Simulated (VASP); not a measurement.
Output of a VASP run:

File OSZICAR:
```
       N       E                     dE             d eps       ncg     rms          rms(c)
DAV:   1     0.474317162285E+03    0.47432E+03   -0.21832E+04   960   0.183E+03
DAV:   2     0.945063428264E+00   -0.47337E+03   -0.46353E+03  1216   0.498E+02
DAV:   3    -0.395543454108E+02   -0.40499E+02   -0.40454E+02  1448   0.143E+02
DAV:   4    -0.413440553312E+02   -0.17897E+01   -0.17890E+01  1368   0.264E+01
DAV:   5    -0.414053210857E+02   -0.61266E-01   -0.61264E-01  1328   0.364E+00    0.252E+01
DAV:   6    -0.310563086856E+02    0.10349E+02   -0.67342E+01  1392   0.796E+01    0.104E+01
DAV:   7    -0.311230075617E+02   -0.66699E-01   -0.91527E+00  1216   0.226E+01    0.699E+00
DAV:   8    -0.310605322410E+02    0.62475E-01   -0.14041E+00  1272   0.121E+01    0.228E+00
DAV:   9    -0.310417277507E+02    0.18804E-01   -0.26740E-01  1224   0.462E+00    0.886E-01
DAV:  10    -0.310456035957E+02   -0.38758E-02   -0.12022E-01  1184   0.237E+00    0.886E-01
DAV:  11    -0.310358862096E+02    0.97174E-02   -0.69720E-02  1360   0.202E+00    0.148E-01
DAV:  12    -0.310356907319E+02    0.19548E-03   -0.27290E-03  1208   0.522E-01    0.396E-02
DAV:  13    -0.310357991313E+02   -0.10840E-03   -0.10373E-03  1360   0.242E-01    0.807E-02
DAV:  14    -0.310357140858E+02    0.85045E-04   -0.42658E-04  1320   0.155E-01    0.823E-03
DAV:  15    -0.310357152495E+02   -0.11637E-05   -0.20168E-05  1176   0.353E-02    0.857E-03
DAV:  16    -0.310357147697E+02    0.47980E-06   -0.30650E-06  1336   0.161E-02    0.294E-03
DAV:  17    -0.310357147432E+02    0.26513E-07   -0.18651E-07   792   0.330E-03
   1 F= -.31035715E+02 E0= -.31035715E+02  d E =-.197629E-26
```

File OUTCAR:
```
------------------------ aborting loop because EDIFF is reached ----------------------------------------
  FORCE on cell =-STRESS in cart. coord.  units (eV):
  Direction    XX          YY          ZZ          XY          YZ          ZX
  --------------------------------------------------------------------------------------
  Total        4.7153356      4.7153356      4.7153356      0.0000000     -0.0000000      0.0000000
  in kB      126.1727663    126.1727663    126.1727663      0.0000000     -0.0000000      0.0000000
  external PRESSURE =     126.1727663 kB  Pullay stress =       0.0000000 kB
  volume of cell :       59.88
      direct lattice vectors                 reciprocal lattice vectors
     3.912183228  0.000000000  0.000000000     0.255611750  0.000000000  0.000000000
     0.000000000  3.912183228  0.000000000     0.000000000  0.255611750  0.000000000
     0.000000000  0.000000000  3.912183228     0.000000000  0.000000000  0.255611750
 POSITION                                       TOTAL-FORCE (eV/Angst)
 -----------------------------------------------------------------------------------
      0.00000      0.00000      0.00000         0.000000      0.000000      0.000000
      1.95609      1.95609      1.95609         0.000000      0.000000      0.000000
      1.95609      0.00000      1.95609         0.000000      0.000000      0.000000
      0.00000      1.95609      1.95609         0.000000      0.000000      0.000000
      1.95609      1.95609      0.00000         0.000000      0.000000      0.000000
 -----------------------------------------------------------------------------------
    total drift:                                0.000000      0.000000     -0.000000
  FREE ENERGIE OF THE ION-ELECTRON SYSTEM (eV)
  ---------------------------------------------------
  free  energy   TOTEN  =       -31.0357147432 eV

  energy  without entropy=      -31.0357147432  energy(sigma->0) =      -31.03571474
```
(Selected blocks of OUTCAR.)

### POSCAR
```
BaTiO3
1
    3.9121832280     0.0000000000     0.0000000000
    0.0000000000     3.9121832280     0.0000000000
    0.0000000000     0.0000000000     3.9121832280
Ba Ti O
1 1 3
Direct
  0.0000000000   0.0000000000   0.0000000000
  0.5000000000   0.5000000000   0.5000000000
  0.5000000000   0.0000000000   0.5000000000
  0.0000000000   0.5000000000   0.5000000000
  0.5000000000   0.5000000000   0.0000000000
```

Q: Write an INCAR and KPOINTS that could have produced this output.

A: One answer among several that fit: the input of the run itself, vdW-DF-cx, plane waves, VASP's PBE PAW potentials (set 64).

**INCAR**
```
! general
SYSTEM    =  BaTiO3
PREC      =  Accurate
ENCUT     =  520   ! plane-wave cut-off (eV)
LREAL     =  .FALSE.
LASPH     =  .TRUE.

! electronic loop
EDIFF     =  1E-7   ! SCF stop (eV)
NELM      =  100   ! most electronic steps
ALGO      =  Normal
LMAXMIX   =  4   ! l cut-off of mixed one-centre charges

! smearing
ISMEAR    =  0   ! Gaussian
SIGMA     =  0.05

! functional
GGA       =  CX
LUSE_VDW  =  .TRUE.
AGGAC     =  0.0

! ions
ISIF      =  2

! output
LWAVE     =  .FALSE.
LCHARG    =  .FALSE.
```

**KPOINTS**
```
Automatic mesh
0
Gamma
6 6 6
0 0 0
```

POTCAR, in this order: Ba_sv Ti_sv O (PBE.64 set). Program: vasp_std.

The compound is BaTiO3 in the cubic perovskite structure, the ideal cubic form; the compound distorts at low or room temperature. This cell is one point of a volume scan, at 0.94 of the reference volume.
